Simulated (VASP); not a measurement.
# A VASP study of MoS2 (PBEsol): structure first, properties next, part 2 of 2

Aim: relax MoS2, then compute properties on the relaxed cell. The start is a cell from a database of measured crystal structures.

VASP 6.6.1; PBEsol; plane waves and PAW (Mo_sv, S).

So far, gap on the k-mesh (eV): step 2 (full relaxation (PBEsol)) 1.08; step 5 (total and projected DOS (PBEsol)) 0.935; step 6 (vibrations at Γ (PBEsol)) 0.929. The relaxed cell has a = 3.142, c = 18.576 Å (conventional setting).

## Step 7: Independent-particle dielectric function (PBEsol)

LOPTICS sums transitions from filled to empty bands. NBANDS is raised for it.

Contents of INCAR:

```
SYSTEM = MoS2
PREC = Accurate
ENCUT = 400
EDIFF = 1E-06
NELM = 100
ISMEAR = 0
SIGMA = 0.05
LREAL = .FALSE.
ALGO = Normal
GGA = PS
NBANDS = 37
LASPH = .TRUE.
LORBIT = 11
LWAVE = .FALSE.
LCHARG = .FALSE.
KPAR = 2
LOPTICS = .TRUE.
NEDOS = 1500
CSHIFT = 0.1
```

Contents of POSCAR:

```
MoS2
1.0
    1.5710333670      2.7211096120      0.0000000000
   -1.5710333670      2.7211096120      0.0000000000
    0.0000000000     -1.8140730746      6.1919625447
Mo S
1 2
Direct
    0.0000989742      0.0000989742      0.0002969225
    0.2495816124      0.2495816124      0.7487448373
    0.4173194134      0.4173194134      0.2519582402
```

Contents of KPOINTS:

```
Automatic mesh
0
Gamma
11 11 11
0 0 0
```

Potentials, in the order of the species: Mo_sv and S (PBE family, release 64).

Command:

```bash
$ mpirun -np 2 vasp_std
```

Wall time 44 s (2 MPI ranks of Intel Xeon 6975P-C (Granite Rapids), shared host); peak memory 0.79 GiB.

These are independent-particle spectra without excitons or local fields, and fine structure depends on the mesh and on CSHIFT.

This step gave:

- bands: 37
- irreducible k-points: 146
- Fermi energy: 7.771 eV
- pressure: -0.02637 GPa
- valence top at k: 0, 0, 0.4545
- conduction bottom at k: -0.1818, 0.1818, 0
- least direct gap at k: -0.3636, 0.3636, 0
- gap on the k-mesh: 0.9345 eV
- least direct gap on the k-mesh: 1.978 eV

The imaginary dielectric function has structure finer than the step of the table below, so its rows give means over 0.5 eV, whole bins alone (the curve runs from 0 to 25.0 eV). Peaks (eV: height): xx 1.96: 11.2, 2.80: 27.3, 10.22: 5.66; zz 5.25: 19.7, 9.73: 8.29.

Imaginary dielectric function against photon energy; means over each step:

```
photon energy (eV)     xx      zz
               0.5  0.152  0.0402
               1.0  0.396  0.0923
               1.5   1.26   0.187
               2.0   7.64   0.570
               2.5   19.3    3.83
               3.0   24.6    4.36
               3.5   17.0    4.94
               4.0   15.5    6.71
               4.5   14.9    8.91
               5.0   12.0    17.7
               5.5   9.51    18.7
               6.0   8.21    14.4
               6.5   7.28    6.90
               7.0   5.72    5.33
               7.5   4.03    5.13
               8.0   3.30    5.84
               8.5   2.29    7.85
               9.0   2.78    7.83
               9.5   4.10    8.14
              10.0   4.97    7.36
              10.5   5.32    5.45
              11.0   4.62    4.23
              11.5   4.74    3.76
              12.0   4.01    4.43
              12.5   3.21    3.35
              13.0   2.69    2.66
              13.5   2.74    2.51
              14.0   2.29    2.32
              14.5   2.16    1.68
              15.0   1.83    1.38
              15.5   1.55    1.27
              16.0   1.30    1.05
              16.5   1.08   0.908
              17.0  0.918   0.782
              17.5  0.848   0.656
              18.0  0.677   0.535
              18.5  0.560   0.413
              19.0  0.458   0.382
              19.5  0.410   0.413
              20.0  0.373   0.377
              20.5  0.304   0.291
              21.0  0.289   0.281
              21.5  0.260   0.239
              22.0  0.228   0.227
              22.5  0.223   0.198
              23.0  0.213   0.179
              23.5  0.208   0.168
              24.0  0.174   0.155
              24.5  0.172   0.154
```

Real dielectric function against photon energy:

```
photon energy (eV)       xx       zz
                 0     15.9     9.89
                 1     17.5     10.3
                 2     22.6     12.3
                 3     8.12     12.3
                 4     3.40     12.9
                 5    -2.56     12.5
                 6    -2.58    -4.93
                 7    -3.13    0.137
                 8    -1.71     2.92
                 9    0.739   0.0635
                10     1.37    -2.40
                11   -0.122    -2.43
                12    -1.66    -2.17
                13    -1.73    -2.36
                14    -1.67    -2.43
                15    -1.52    -1.84
                16    -1.38    -1.52
                17    -1.15    -1.21
                18   -0.874   -0.918
                19   -0.634   -0.565
                20   -0.442   -0.448
                21   -0.244   -0.256
                22  -0.0946  -0.0971
                23   0.0212  0.00673
                24    0.129    0.109
```

Its static limit, 13.9, stands beside 12.2 from the response with local fields; local fields, the finite band count and the meshes make the difference. This mesh misses the point of the least direct gap (1.80 eV in the band run), so the true onset lies lower. The mean of ε2 over directions passes 5 % of its top at 1.61 eV, against a least direct gap of 1.98 eV on this mesh; what lies under the gap is the tail of the broadening by CSHIFT. The indirect gap (0.92 eV in the band run) doesn't show, since phonons are left out.

## Step 8: Results

```yaml
relaxed_volume: 17.65 Å³/atom
relaxed_conventional_cell_a_b_c: 3.142, 3.142, 18.576 Å; angles 90.0, 90.0, 120.0°
space_group_after_relaxing_within_0p02_a: R3m (No. 160)
band_gap: 0.925 eV, indirect (least direct gap of that run 1.80 eV)
gap_among_the_points_of_the_dos_mesh_alone_an_upper_bound: 0.935 eV
static_dielectric_constant_from_modes_and_born_charges_mean: 12.3
electronic_dielectric_constant_mean: 12.2
highest_zone_centre_mode: 468 cm⁻¹
strongest_peak_of_eps_2_mean_over_directions: 2.8 eV
eps_1_at_zero_frequency_no_local_fields_mean: 13.9
```

In words: With PBEsol, MoS2 relaxes to 17.65 Å³/atom in space group R3m (held by the symmetry of the run) and has an indirect gap of 0.925 eV. Against the listed cell the volume lies -0.5 % (a -0.6 %, c +0.7 %). Vibrations at Γ (PBEsol): The principal values of the ionic part of the static dielectric tensor are 0.0510, 0.1887 and 0.1887. Vibrations at Γ (PBEsol): Mean Born effective charge: Mo1 -0.94, S2 0.49, S3 0.45 e. Vibrations at Γ (PBEsol): The infrared spectrum is led by the line at 385 cm⁻¹, followed by 468. Vibrations at Γ (PBEsol): The highest mode in this list at Γ, 467.7 cm⁻¹, has its largest share on S (60 % of the kinetic energy). Semilocal functionals usually underestimate gaps. Spin-orbit coupling is left out; it would split some degenerate bands. Modes at Γ alone can't show that the crystal is stable at other wave vectors, and the LO-TO splitting is not included. The bonds form layers, and without a dispersion term the spacing between them, and what depends on it, is unreliable. No search among competing phases was made, and a listed structure need not be the one stable at ambient conditions. All values are for a static lattice at zero temperature.

[Lines on the potential files, build, host, timing and source positions are cut from VASP's logs without a mark.]

[Logs are printed without paths, hosts, clocks, repeated set-up lines and the standing remarks that a program may print on its own settings, such as how far it seeks lower states.]

[Hosts, paths, dates, database ids (printed as entryN), source tags and the programs' standing remarks are cut or masked in the printed files.]

[A measured line is paired with the nearest computed mode of its activity, which favours agreement.]
